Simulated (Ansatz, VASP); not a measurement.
# Cross-check of TaN between VASP and Ansatz, part 2 of 2

Wanted: the spread between two codes on one cell, functional and k mesh. The cell is taken from a series of VASP runs on this material, whose earlier steps may have relaxed, scaled or displaced it; both programs get it as it stands.

VASP 6.6.1 and Ansatz 0.2.0.

So far. Step 4 (Side by side): The walks stopped with -0.04 GPa left in Ansatz and 0.03 GPa in VASP; each walk ends within a tolerance, so the volume difference is uncertain by about these residues over the bulk modulus, most in soft cells.

## (5) VASP: zone-centre phonons, LDA, volume scaled by 1.02

Level of this step: LDA; plane waves and PAW (Ta_pv, N) (VASP).

Second derivatives magnify differences that forces hide, and they need a tight electronic threshold. The cell compared in this pair holds 21.08 Å³, against 20.66 Å³ for the pair before.

INCAR

```
SYSTEM = TaN
PREC = Accurate
ENCUT = 560
EDIFF = 1E-08
NELM = 100
ISMEAR = 1
SIGMA = 0.15
LREAL = .FALSE.
ALGO = Normal
GGA = CA
NBANDS = 14
LASPH = .TRUE.
LORBIT = 11
LWAVE = .FALSE.
LCHARG = .FALSE.
KPAR = 4
IBRION = 8
ISIF = 2
```

POSCAR

```
TaN
1.0
    0.0000000000      2.1923946577      2.1923946577
    2.1923946577      0.0000000000      2.1923946577
    2.1923946577      2.1923946577      0.0000000000
Ta N
1 1
Direct
    0.5000000000      0.5000000000      0.5000000000
    0.0000000000      0.0000000000      0.0000000000
```

KPOINTS

```
Automatic mesh
0
Gamma
20 20 20
0 0 0
```

PAW data sets: Ta_pv and N (LDA family, release 64).

Launch:

```sh
$ mpirun -np 4 vasp_std
```

Numbers of over 12 decimals in the logs are rounded to 6 here.

Log:

```text
[... set-up lines as in an earlier step ...]
 entering main loop
       N       E                     dE             d eps       ncg     rms          rms(c)
DAV:   1     0.916243227215E+02    0.91624E+02   -0.93439E+03  7176   0.127E+03
DAV:   2    -0.241898015068E+02   -0.11581E+03   -0.10909E+03  8788   0.319E+02
DAV:   3    -0.271512712632E+02   -0.29615E+01   -0.29306E+01  8092   0.462E+01
DAV:   4    -0.271656286462E+02   -0.14357E-01   -0.14349E-01  8514   0.340E+00
[...]
DAV:  11    -0.241423176240E+02    0.12161E-04   -0.28108E-05  7840   0.576E-02    0.137E-02
DAV:  12    -0.241423175822E+02    0.41822E-07   -0.13953E-06  9294   0.113E-02    0.230E-03
DAV:  13    -0.241423175741E+02    0.81604E-08   -0.44746E-08  8110   0.201E-03
   1 F= -.24142318E+02 E0= -.24142424E+02  d E =0.318732E-03
 Linear response reoptimize wavefunctions to high precision
DAV:   1    -0.241423175736E+02    0.47567E-09   -0.25215E-09  8552   0.545E-04
DAV:   2    -0.241423175736E+02   -0.31832E-11   -0.78573E-11  4574   0.835E-05
 Linear response DOF=           2
 Linear response progress:
[...]
RMM:  11    -0.162912125099E+00   -0.10331E-07   -0.15731E-07 39181   0.908E-05    0.752E-06
RMM:  12    -0.162912096367E+00    0.28732E-07   -0.86496E-08 34416   0.514E-05    0.129E-06
RMM:  13    -0.162912103147E+00   -0.67791E-08   -0.50995E-08 34874   0.260E-05    0.114E-06
 first order change of Fermi-energy   0.41499E-03
 force on displaced ion       1 direction 1 :  -7.475   0.000   0.000
 Linear response progress:
  Degree of freedom:   2/  2
       N       E                     dE             d eps       ncg     rms          rms(c)
RMM:   1    -0.232297443597E+00   -0.23230E+00    0.15294E-01 38106   0.295E+00
RMM:   2    -0.228628240738E+00    0.36692E-02   -0.41377E-03 30449   0.482E-01    0.154E-01
RMM:   3    -0.229469948306E+00   -0.84171E-03   -0.87615E-04 27443   0.180E-01    0.783E-02
RMM:   4    -0.230782856251E+00   -0.13129E-02   -0.44770E-04 27857   0.125E-01    0.218E-02
[...]
RMM:   9    -0.230871187271E+00    0.66308E-06    0.11147E-08 33203   0.227E-04    0.281E-05
RMM:  10    -0.230871032961E+00    0.15431E-06   -0.16344E-08 36267   0.748E-05    0.150E-05
RMM:  11    -0.230871042676E+00   -0.97155E-08   -0.12002E-09 33523   0.242E-05    0.693E-06
 first order change of Fermi-energy  -0.16426E-03
 force on displaced ion       2 direction 1 :  -7.475   0.000   0.000
 Linear response finished
```

OUTCAR, selected parts (step 5):

```text
  Total       -0.9343833     -0.9343833     -0.9343833      0.0000000     -0.0000000      0.0000000
  in kB      -71.0312515    -71.0312515    -71.0312515      0.0000000     -0.0000000      0.0000000
  external PRESSURE =     -71.0312515 kB  Pullay stress =       0.0000000 kB

 POSITION                                       TOTAL-FORCE (eV/Angst)
 -----------------------------------------------------------------------------------
      2.19239      2.19239      2.19239         0.000000      0.000000      0.000000
      0.00000      0.00000      0.00000        -0.000000     -0.000000     -0.000000
 -----------------------------------------------------------------------------------
    total drift:                                0.000000     -0.000000     -0.000000

[... 2 further parts left out ...]
```

## (6) Ansatz: zone-centre phonons, LDA, volume scaled by 1.02

The same cell, functional (in two slightly different forms), mesh and smearing now go to Ansatz, which takes its cutoff from its data sets.

The cell is a member of a volume series, scaled by 1.02 from a relaxed one, so a pressure remains.

input.yaml

```yaml
crystal:
  lattice:
    - [0.0, 2.1923946577, 2.1923946577]
    - [2.1923946577, 0.0, 2.1923946577]
    - [2.1923946577, 2.1923946577, 0.0]
  atoms:
    - { symbol: Ta, position: [0.5, 0.5, 0.5] }
    - { symbol: "N", position: [0.0, 0.0, 0.0] }
hamiltonian:
  xc: lda
  pseudopotentials: { kind: paw }
kpoints:
  mp_grid: { grid: [20, 20, 20] }
scf:
  occupations: { method: methfessel_paxton, width: 0.15 }
phonons:
  method: dfpt
  qpoints: [[0, 0, 0]]
```

Launch:

```sh
$ ansatz run input.yaml --threads 4 --pin off --max-ram 9216MiB --backend cpu --events-out ev --progress --plain --runs-dir out
```

Log:

```text
[...]
Crystal: 2 atoms, lattice volume = 21.076 Å³
Basis set: ecut = 420 eV, 411 PW (Γ), exchange–correlation on 48×48×48 points (8 copies of the dense FFT grid, shifted against one another)
Bands: 13, of which v1, the nominal top of the filled ones, is band 9 counted from 1 (8 counted from 0)
Symmetry: 48 space group operations
k-points: 641 of 8000 (irreducible under 8 space group operations, time reversal used)
[...]
ASR residual per site (eV/Å²): 2.67e-5 2.76e-6
  Γ frequencies (cm⁻¹): 0.00 0.00 0.00 392.21 392.21 392.21
  non-analytic LO–TO correction: not included (Born effective charges unavailable; polar crystals: no LO–TO splitting at Γ)
--- Phonons (arbitrary-q DFPT): 1 explicit q-point ---
  q = [0, 0, 0] (of the zone-centre solve; hermiticity 8.13e-8, symmetrization 1.27e-14): -0.00 0.00 0.00 392.21 392.21 392.21
  sum rule: each row above includes the acoustic sum rule's correction from the zone centre's row sums; it moved no ω² by more than (0.23 cm⁻¹)²
[key lines of the parts left out:]
SCF converged after 7 iterations
Free energy (F): -10058.692868 eV
Fermi energy:    21.511792 eV
```

Run time: 15 s. Hardware: 4 threads of Arm Neoverse V1, shared host; peak memory 0.81 GiB; 57 s of CPU time.

## (7) Side by side

Both answers:

```csv
quantity,Ansatz,VASP,difference
optical mode 1 to 3 (cm⁻¹),392.2,395.5,-0.83 %
```

Modes are paired by rising frequency and degeneracy, not by their patterns, so a pair may still set unlike modes beside each other.

## (8) Results

```yaml
difference_in_volume_relaxation_of_cell_and_atoms_lda: -0.53 %
r_m_s_difference_of_the_optical_zone_centre_modes_each_program_s_sorted_by_frequency_zone_centre_phonons_lda_volume_scaled_by_1p02: 3.3 cm⁻¹
difference_in_optical_mode_1_to_3_zone_centre_phonons_lda_volume_scaled_by_1p02: -0.8 %
```

The difference in volume is -0.53 % (relaxation of cell and atoms, LDA), within the 1.2 % picked in this series as the mark of a large difference, as far as the stopping tolerances let one tell. Among the rows given in per cent, the largest difference of the zone-centre phonons, LDA, volume scaled by 1.02 pair is in optical mode 1 to 3, -0.8 %. 1 further run of this series is not shown here. How closely two codes agree says nothing of how well the functional describes the real material.

[Lines on the potential files, build, host, timing and source positions are cut from VASP's logs without a mark.]

[Logs are printed without paths, hosts, clocks, repeated set-up lines and the standing remarks that a program may print on its own settings, such as how far it seeks lower states.]

[Hosts, paths, dates, database ids (printed as entryN), source tags and the programs' standing remarks are cut or masked in the printed files.]
